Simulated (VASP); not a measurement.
Computed with PBEsol GGA, VASP's PBE PAW potentials (set 64) (plane waves; VASP 6.6.1).

VASP ran on this input.

POSCAR:
```
Li(110) slab
1
    2.9669540566     0.0000000000     0.0000000000
   -0.9889843583     2.7972707289     0.0000000000
    0.0000000000     0.0000000000    24.4147142476
Li
4
Direct
  0.7500000000   0.2500000000   0.3523935169
  0.2500000000   0.7500000000   0.4494039703
  0.7500000000   0.2500000000   0.5505960297
  0.2500000000   0.7500000000   0.6476064831
```

**KPOINTS**
```
Automatic mesh
0
Gamma
10 10 1
0 0 0
```

**INCAR**
```
! general
SYSTEM = Li(110) slab
PREC   = Normal
ENCUT  = 450
LREAL  = .FALSE.
LASPH  = .TRUE.   ! aspherical one-centre terms

! electronic loop
EDIFF  = 1E-6   ! SCF stop (eV)
NELM   = 100   ! most electronic steps
NELMIN = 4
ALGO   = Normal   ! blocked Davidson

! smearing
ISMEAR = 1   ! Methfessel-Paxton
SIGMA  = 0.1

! functional
GGA    = PS   ! PBEsol

! output
LWAVE  = .FALSE.
LCHARG = .FALSE.
LORBIT = 11
LVHAR  = .TRUE.

! other
LDIPOL = .TRUE.
IDIPOL = 3
DIPOL  = 0.5 0.5 0.5
```

POTCAR, in this order: Li_sv (PBE.64 set). Program: vasp_std. Read from the step before: WAVECAR.

Output

OUTCAR:
```
 ion  position               nearest neighbor table
   1  0.750  0.250  0.352-
   2  0.250  0.750  0.449-
   3  0.750  0.250  0.551-
   4  0.250  0.750  0.648-
  LATTYP: Found a base centered orthorhombic cell.
 ALAT       =     3.4259433238
 B/A-ratio  =     1.4142134707
 C/A-ratio  =     7.1264209416
 Subroutine PRICEL returns:
 Original cell was already a primitive cell.
 Subroutine GETGRP returns: Found  8 space group operations
The static configuration has the point symmetry C_2h.
 The point group associated with its full space group is D_2h.
The dynamic configuration has the point symmetry C_2h.
 Subroutine INISYM returns: Found  8 space group operations
 Subroutine IBZKPT returns following result:
 Found     31 irreducible k-points:

 Following reciprocal coordinates:
            Coordinates               Weight
  0.000000  0.000000  0.000000      1.000000
  0.100000  0.000000  0.000000      4.000000
  0.200000  0.000000  0.000000      4.000000
  0.300000  0.000000  0.000000      4.000000
...
```

OSZICAR:
```
       N       E                     dE             d eps       ncg     rms          rms(c)
DAV:   1    -0.731196378112E+01   -0.73120E+01   -0.77163E-05   742   0.318E-02    0.680E-03
DAV:   2    -0.731195680038E+01    0.69807E-05   -0.79082E-05   738   0.239E-02    0.296E-03
DAV:   3    -0.731195578909E+01    0.10113E-05   -0.61036E-06   724   0.753E-03    0.136E-03
DAV:   4    -0.731195578331E+01    0.57780E-08   -0.71928E-07   542   0.477E-03
   1 F= -.73119558E+01 E0= -.73124293E+01  d E =0.142050E-02
```

### OUTCAR
```
------------------------ aborting loop because EDIFF is reached ----------------------------------------
  FORCE on cell =-STRESS in cart. coord.  units (eV):
  Direction    XX          YY          ZZ          XY          YZ          ZX
  --------------------------------------------------------------------------------------
  Total       -0.3974589     -0.5118258     -0.8264817     -0.1617395     -0.0000000     -0.0000000
  in kB       -3.1427210     -4.0470239     -6.5350189     -1.2788797     -0.0000000     -0.0000000
  external PRESSURE =      -4.5749213 kB  Pullay stress =       0.0000000 kB
  volume of cell :      202.63
      direct lattice vectors                 reciprocal lattice vectors
     2.966954057  0.000000000  0.000000000     0.337046001  0.119163733  0.000000000
    -0.988984358  2.797270729  0.000000000     0.000000000  0.357491318  0.000000000
     0.000000000  0.000000000 24.414714248     0.000000000  0.000000000  0.040958907
 POSITION                                       TOTAL-FORCE (eV/Angst)
 -----------------------------------------------------------------------------------
      1.97797      0.69932      8.60359        -0.000000      0.000000      0.009992
      0.00000      2.09795     10.97207         0.000000      0.000000      0.018720
      1.97797      0.69932     13.44264         0.000000      0.000000     -0.018720
      0.00000      2.09795     15.81113         0.000000      0.000000     -0.009992
 -----------------------------------------------------------------------------------
    total drift:                                0.000000      0.000000      0.000000
  FREE ENERGIE OF THE ION-ELECTRON SYSTEM (eV)
  ---------------------------------------------------
  free  energy   TOTEN  =        -7.3119557833 eV

  energy  without entropy=       -7.3133762849  energy(sigma->0) =       -7.31242928

 total charge

# of ion       s       p       d       tot
------------------------------------------
    1        2.033   0.037   0.000   2.070
    2        2.030   0.046   0.000   2.076
    3        2.030   0.046   0.000   2.076
    4        2.033   0.037   0.000   2.070
--------------------------------------------------
tot          8.127   0.165   0.000   8.292
```
(Selected blocks of OUTCAR.)

At this cut-off the stress carries a Pulay error, which pulls relaxed volumes low.

The cell is a thin slab with vacuum, built from Li (bcc): (110) face.
